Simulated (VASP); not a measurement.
An input for Quantum ESPRESSO's pw.x (written as the equivalent of a VASP run, and not itself run):

```
&CONTROL
  calculation = 'vc-relax'
  pseudo_dir = './pseudo'
  outdir = './out'
  tprnfor = .true.
  tstress = .true.
  nstep = 50
  forc_conv_thr = 0.00039
/
&SYSTEM
  ibrav = 0
  nat = 6
  ntyp = 2
  ecutwfc = 84
  occupations = 'smearing'
  smearing = 'fermi-dirac'
  degauss = 0.00735
  input_dft = 'pbe'
/
&ELECTRONS
  conv_thr = 7.3e-08
  electron_maxstep = 100
/
&IONS
/
&CELL
/
ATOMIC_SPECIES
  Ir 192.217 Ir.upf
  O 15.999 O.upf
CELL_PARAMETERS angstrom
     4.5000000    0.0000000    0.0000000
     0.0000000    4.5000000    0.0000000
     0.0000000    0.0000000    3.1500000
ATOMIC_POSITIONS crystal
  Ir   0.0000000  0.0000000  0.0000000
  Ir   0.5000000  0.5000000  0.5000000
  O    0.3080000  0.3080000  0.0000000
  O    0.8080000  0.1920000  0.5000000
  O    0.1920000  0.8080000  0.5000000
  O    0.6920000  0.6920000  0.0000000
K_POINTS automatic
  5 5 8 0 0 0
```

Question: Write the VASP files for the same calculation (PBE).

Answer: One answer among several that fit: 
**POSCAR**
```
IrO2
1.0
  4.5000000000   0.0000000000   0.0000000000
  0.0000000000   4.5000000000   0.0000000000
  0.0000000000   0.0000000000   3.1500000000
Ir O
2 4
Cartesian
  0.0000000000   0.0000000000   0.0000000000
  2.2500000000   2.2500000000   1.5750000000
  1.3860000000   1.3860000000   0.0000000000
  3.6360000000   0.8640000000   1.5750000000
  0.8640000000   3.6360000000   1.5750000000
  3.1140000000   3.1140000000   0.0000000000
```

### INCAR
```
SYSTEM = IrO2
PREC = Accurate
ENCUT = 400
EDIFF = 1E-6
NELM = 100
ALGO = Normal
LREAL = .FALSE.
LASPH = .TRUE.
ISMEAR = -1
SIGMA = 0.1
GGA = PE
LMAXMIX = 6
LWAVE = .FALSE.
LCHARG = .FALSE.
ISIF = 3
IBRION = 2
NSW = 50
EDIFFG = -0.01
```

File KPOINTS:
```
Automatic
0
gamma
 5 5 8
0 0 0
```

POTCAR, in this order: Ir O (PBE.64 set). Program: vasp_std.

Limits of the translation: the potentials are each code's own (VASP's PAW set, PseudoDojo norm-conserving files in pw.x), so ENCUT and ecutwfc are chosen apart and not converted; conv_thr bounds pw.x's estimated SCF error, while EDIFF bounds the energy change between steps; forc_conv_thr acts on force components and is met together with etot_conv_thr.

The structure is a typed IrO2 crystal (P4_2/mnm). This run relaxes it. Symmetry was kept, so distortions that lower it aren't found. The run is one of a series of settings (EDIFFG = -0.01, IBRION = 2, ISIF = 3, NSW = 50 against the base run), some of them coarse on purpose.
